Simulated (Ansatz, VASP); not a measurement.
**RbAl4Cl: VASP beside Ansatz**

```
CELL_PARAMETERS angstrom
5.02309 0.00000 0.00000
0.00000 3.49492 4.42034
0.00000 -3.49492 4.42034
ATOMIC_POSITIONS crystal
Rb 0.00000 0.37574 0.37574
Al 0.00000 0.01159 0.01159
Al 0.50000 0.24678 0.87269
Al 0.50000 0.87269 0.24678
Al 0.50000 0.75530 0.75530
Cl 0.00000 0.74092 0.74092
```

Change from the starting cell: the structure that the rattled cell fell into.

Alike in both runs: functional PBE; k mesh 4 × 4 × 4; occupations gaussian, width 0.1 eV; no spin polarisation.

Ansatz relaxed the structure, and its values are those at the end. VASP's run is a single point on that final structure, the one shown.

|  | VASP | Ansatz |
| --- | --- | --- |
| version | VASP 6.6.1 | Ansatz 0.2.0 |
| potentials or method | VASP PAW PBE potentials, release 64 (Rb_sv, Al, Cl) | scalar-relativistic, plane waves, PAW |
| plane-wave cutoff (eV) | 520 | 420 |
| valence electrons in the cell | 28 | 28 |

|  | VASP | Ansatz | Ansatz less VASP |
| --- | --- | --- | --- |
| gap on the k mesh at the Fermi level (eV) | none | none | - |
| pressure (GPa) | 0.0 | 0.0 | +0.01 |
| rms of the force components (eV/Å) | 0.012 | 0.010 | -0.0019 |

A gap of «none» marks a metal or a gap that the smearing closes.
